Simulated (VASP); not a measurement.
```yaml
crystal:
  lattice:
    - [0.00000, 3.40687, 3.40687]
    - [3.40687, 0.00000, 3.40687]
    - [3.40687, 3.40687, 0.00000]
  atoms:
    - { symbol: Sr, position: [0.00000, 0.00000, 0.00000] }
    - { symbol: Cl, position: [0.25000, 0.25000, 0.25000] }
    - { symbol: Cl, position: [0.75000, 0.75000, 0.75000] }
```

Method: LDA (Ceperley-Alder, Perdew-Zunger), VASP's LDA PAW potentials (set 64) (plane waves; VASP). Run with 400 eV cut-off, 6×6×6 Γ-centred mesh, Gaussian smearing of 0.010 eV, potentials Sr_sv Cl.

### Question
Give the electronic dielectric tensor ε∞ (DFPT, local fields included).

### Answer

```
3.13  0.00  0.00
0.00  3.13  0.00
0.00  0.00  3.13
```

### Question
Give the Born effective charges.

### Answer

| atom | Z*xx | Z*yy | Z*zz | mean |
|---|---|---|---|---|
| Sr1 | 2.49 | 2.49 | 2.49 | 2.49 |
| Cl2 | -1.25 | -1.25 | -1.25 | -1.25 |
| Cl3 | -1.25 | -1.25 | -1.25 | -1.25 |

### Question
And the static tensor with the ions free?

### Answer

```
7.23  0.00  0.00
0.00  7.23  0.00
0.00  0.00  7.23
```

### Question
Which frequencies do the optical Γ-point modes have (no LO-TO splitting)?

### Answer
155 (×3), 190 (×3) cm⁻¹.

The compound is SrCl2 in the fluorite structure. It was relaxed first, which changed the volume by -7 %.
